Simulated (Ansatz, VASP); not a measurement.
# InGaP2: VASP beside Ansatz, part 2 of 2

Wanted: the spread between two codes on one cell, functional and k mesh. Of the first pair: The cell is taken from a series of runs on this material, whose earlier steps may have relaxed, scaled, displaced or heated it; both programs get it as it stands.

VASP 6.6.1 and Ansatz 0.2.0.

So far: The structure; Ansatz: relaxation of cell and atoms, PBEsol; VASP: relaxation of cell and atoms, PBEsol; Comparison.

### 5. Ansatz: relaxation, PBEsol

Level of this step: Ansatz beside VASP: Kohn-Sham DFT, plane waves, PBEsol (Ansatz).

The two programs are compared at the cell with which this relaxation starts, whose forces are those of its first step.

The structure compared here is the start of the Ansatz relaxation; VASP solves that cell, so the two are compared at the walk's first step.

Contents of input.yaml:

```yaml
crystal:
  lattice:
    - [1.9792731994, 1.1427340777, 6.4951521428]
    - [-1.9792731994, 1.1427340777, 6.4951521428]
    - [0.0, -2.2854676658, 6.4951522289]
  atoms:
    - { symbol: In, position: [0.4992830102, 0.4992830102, 0.4992830102] }
    - { symbol: Ga, position: [0.9999420594, 0.9999420594, 0.9999420594] }
    - { symbol: P, position: [0.8806359007, 0.8806359007, 0.8806359007] }
    - { symbol: P, position: [0.3701400297, 0.3701400297, 0.3701400297] }
kpoints:
  mp_grid: { grid: [12, 12, 12] }
hamiltonian:
  xc: pbesol
scf:
  occupations: { method: gaussian, width: 0.02 }
output:
  forces: true
  stress: true
  eigenvalues: true
relax:
  adjacent_minimum: "off"
  f_tol: 0.001
  max_steps: 60
  cell: { stress_tol: 0.02, fix: [volume] }
```

Command:

```
ansatz run input.yaml --threads 4 --pin off --max-ram 8192MiB --backend cpu --events-out ev --progress --plain --runs-dir out
```

Numbers of over 12 decimals in the logs are rounded to 6 here.

Log:

```text
[...]
Crystal: 4 atoms, lattice volume = 88.144 Å³
Basis set: ecut = 420 eV, 1737 PW (Γ), FFT grids on a1−a3, a2−a3, a3, exchange–correlation on 54×54×96 points (8 copies of the dense FFT grid, shifted against one another)
Bands: 22, of which v1, the nominal top of the filled ones, is band 18 counted from 1 (17 counted from 0)
Symmetry: 6 space group operations
[...]
--- Relaxed structure (4 steps of the walk, 4 accepted, 1 SCFs on fresh bases) ---
[...]
cell:  # Å, volume = 88.1437 Å³
    - [1.978418, 1.142240, 6.500768]
    - [-1.978418, 1.142240, 6.500768]
    - [0, -2.284480, 6.500768]
  atoms:
    - { symbol: In, position: [0.499026, 0.499026, 0.499026] }
    - { symbol: Ga, position: [1.000120, 1.000120, 1.000120] }
    - { symbol: P, position: [0.880834, 0.880834, 0.880834] }
    - { symbol: P, position: [0.370021, 0.370021, 0.370021] }
[key lines of the parts left out:]
SCF converged after 6 iterations
Free energy (F): -10749.759924 eV
Fermi energy:    7.857053 eV
P = ⅓ Tr σ = 2.3914 GPa (23.914 kbar)
```

### 6. VASP: single point, PBEsol, start cell

The same cell, functional, mesh and smearing now go to VASP, with its own data sets.

Contents of INCAR:

```
SYSTEM = InGaP2
PREC = Accurate
ENCUT = 400
EDIFF = 1E-06
NELM = 120
ISMEAR = 0
SIGMA = 0.02
LREAL = .FALSE.
ALGO = Normal
GGA = PS
NBANDS = 24
LORBIT = 11
LWAVE = .FALSE.
LCHARG = .FALSE.
ISIF = 2
LASPH = .TRUE.
GGA_COMPAT = .FALSE.
EFERMI = MIDGAP
KPAR = 2
```

Contents of POSCAR:

```
InGaP2
1.0
    1.9792730000      1.1427340000      6.4951520000
   -1.9792730000      1.1427340000      6.4951520000
    0.0000000000     -2.2854680000      6.4951520000
In Ga P
1 1 2
Direct
    0.4992830037      0.4992830037      0.4992830037
    0.9999421107      0.9999421107      0.9999421107
    0.8806359471      0.8806359471      0.8806359471
    0.3701400162      0.3701400162      0.3701400162
```

Contents of KPOINTS:

```
Automatic mesh
0
Gamma
12 12 12
0 0 0
```

Potentials, in the order of the species: In_d, Ga_d and P (PBE family, release 64).

Command:

```
mpirun -np 2 vasp_std
```

Log:

```text
[banner, memory and clock lines left out]
running    2 mpi-ranks, on    1 nodes
[...]
[... a notice as in an earlier step ...]

 LDA part: xc-table for (Slater+PW92), standard interpolation
 POSCAR, INCAR and KPOINTS ok, starting setup
[...]
entering main loop
       N       E                     dE             d eps       ncg     rms          rms(c)
DAV:   1     0.239881767842E+03    0.23988E+03   -0.15317E+04  9256   0.170E+03
DAV:   2     0.499409461174E+01   -0.23489E+03   -0.22879E+03  9568   0.390E+02
DAV:   3    -0.188754732196E+02   -0.23870E+02   -0.23722E+02 11528   0.124E+02
DAV:   4    -0.196178420018E+02   -0.74237E+00   -0.74165E+00 11432   0.241E+01
[...]
DAV:  12    -0.189127688871E+02    0.44600E-05   -0.24766E-05 10856   0.425E-02    0.150E-02
DAV:  13    -0.189127699972E+02   -0.11100E-05   -0.36894E-06 10176   0.111E-02    0.126E-02
DAV:  14    -0.189127704764E+02   -0.47928E-06   -0.40974E-07  7440   0.492E-03
   1 F= -.18912770E+02 E0= -.18912770E+02  d E =0.000000E+00
```

Parts of OUTCAR (step 6):

```text
  Total        1.2397605      1.2397609      1.2828256      0.0000000      0.0000000      0.0000000
  in kB       22.5349678     22.5349757     23.3177583      0.0000000      0.0000000      0.0000000
  external PRESSURE =      22.7959006 kB  Pullay stress =       0.0000000 kB

 POSITION                                       TOTAL-FORCE (eV/Angst)
 -----------------------------------------------------------------------------------
      0.00000      0.00000      9.72876         0.000000      0.000000     -0.049008
      0.00000      0.00000     19.48433         0.000000      0.000000      0.040628
      0.00000      0.00000     17.15959         0.000000     -0.000000      0.040364
      0.00000      0.00000      7.21235         0.000000     -0.000000     -0.031984
 -----------------------------------------------------------------------------------
    total drift:                                0.000000      0.000017     -0.000644

  FREE ENERGIE OF THE ION-ELECTRON SYSTEM (eV)
  ---------------------------------------------------
  free  energy   TOTEN  =       -18.9127704764 eV

  energy  without entropy=      -18.9127704764  energy(sigma->0) =      -18.91277048

[... 1 part as in an earlier step ...]

[... 2 further parts left out ...]
[key lines of the parts left out:]
E-fermi :   5.7132
```

The run ends at a pressure of 2.28 GPa, with forces up to 0.049 eV/Å.

### 7. Comparison

What differs besides the data sets and the points named for the pairs above, as far as they apply: the cutoff is 420 eV in Ansatz and 400 eV in VASP. Total energies have different zeros and are not compared.

Forces (eV/Å; atoms numbered as in POSCAR):

```
atom        Ansatz x, y, z          VASP x, y, z
 In1  0.000, 0.000, -0.051  0.000, 0.000, -0.049
 Ga2   0.000, 0.000, 0.047   0.000, 0.000, 0.041
  P3   0.000, 0.000, 0.034   0.000, 0.000, 0.040
  P4  0.000, 0.000, -0.030  0.000, 0.000, -0.032
```

The forces differ by 2.6 meV/Å r.m.s., which is 11.1 % of the r.m.s. force of 0.024 eV/Å (both taken over all components).

### 8. Results

```json
{
  "difference in volume (relaxation of cell and atoms, PBEsol)": "0.061 %",
  "r.m.s. force difference (single point, PBEsol, start cell)": "2.6 meV/Å"
}
```

**Reading.** The r.m.s. force difference is 2.6 meV/Å (single point, PBEsol, start cell), within the 12 meV/Å picked in this series as the mark of a large difference. How closely two codes agree says nothing of how well the functional describes the real material.

[Lines on the potential files, build, host, timing and source positions are cut from VASP's logs without a mark.]

[Logs are printed without paths, hosts, clocks, repeated set-up lines and the standing remarks that a program may print on its own settings, such as how far it seeks lower states.]

[Hosts, paths, dates, database ids (printed as entryN), source tags and the programs' standing remarks are cut or masked in the printed files.]
